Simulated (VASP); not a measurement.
An input for Ansatz (written as the equivalent of a VASP run, and not itself run):

Ansatz 0.2 input:
```yaml
crystal:
  lattice:
    - [3.8688437, 0.0000000, 0.0000000]
    - [0.0000000, 3.8688437, 0.0000000]
    - [0.0000000, 0.0000000, 3.8688437]
  atoms:
    - { symbol: La, position: [0.0000000, 0.0000000, 0.0000000] }
    - { symbol: B, position: [0.8019904, 0.5000000, 0.5000000] }
    - { symbol: B, position: [0.5000000, 0.1980096, 0.5000000] }
    - { symbol: B, position: [0.5000000, 0.8019904, 0.5000000] }
    - { symbol: B, position: [0.1980096, 0.5000000, 0.5000000] }
    - { symbol: B, position: [0.5000000, 0.5000000, 0.8019904] }
    - { symbol: B, position: [0.5000000, 0.5000000, 0.1980096] }
kpoints:
  mp_grid: { grid: [8, 8, 8] }
hamiltonian:
  xc: lda
  pseudopotentials: { kind: paw }
scf:
  occupations: { method: methfessel_paxton, width: 0.1 }
  max_iter: 100
relax:
  max_steps: 40
  f_tol: 0.02
  cell: { p_target: 45 }
output: { forces: true, stress: true, eigenvalues: true }
```

Question: Translate this input to VASP (INCAR, KPOINTS, POSCAR, choice of POTCAR).

Answer: This is not unique; one that fits is 
### POSCAR
```
LaB6
1
    3.8688437454    -0.0000000000     0.0000000000
   -0.0000000000     3.8688437454     0.0000000000
   -0.0000000000    -0.0000000000     3.8688437454
La B
1 6
Direct
  0.0000000000   0.0000000000   0.0000000000
  0.8019904449   0.5000000000   0.5000000000
  0.5000000000   0.1980095551   0.5000000000
  0.5000000000   0.8019904449   0.5000000000
  0.1980095551   0.5000000000   0.5000000000
  0.5000000000   0.5000000000   0.8019904449
  0.5000000000   0.5000000000   0.1980095551
```

INCAR:
```
ALGO  =  Normal
EDIFF  =  1E-6
EDIFFG  =  -0.02
ENCUT  =  620
IBRION  =  2
ISIF  =  3
ISMEAR  =  1
LASPH  =  .TRUE.
LCHARG  =  .FALSE.
LMAXMIX  =  6
LREAL  =  .FALSE.
LWAVE  =  .FALSE.
NELM  =  100
NSW  =  40
PREC  =  Accurate
PSTRESS  =  450
SIGMA  =  0.1
SYSTEM  =  LaB6
```

File KPOINTS:
```
Automatic mesh
0
Gamma
8 8 8
0 0 0
```

POTCAR, in this order: La B (LDA.64 set). Program: vasp_std.

Limits of the translation: each code has its own PAW files, so the cut-off isn't converted (ENCUT is set for VASP's; basis.ecutwfc is left out, and Ansatz then takes the one that its files recommend); Ansatz stops its SCF on the density residual and VASP on the energy change (EDIFF); Ansatz's lda is the Perdew-Wang form, while the LDA potentials of VASP carry Perdew-Zunger's.

The compound is LaB6 in the cab6 structure. It was relaxed first under an external pressure of 45 GPa.
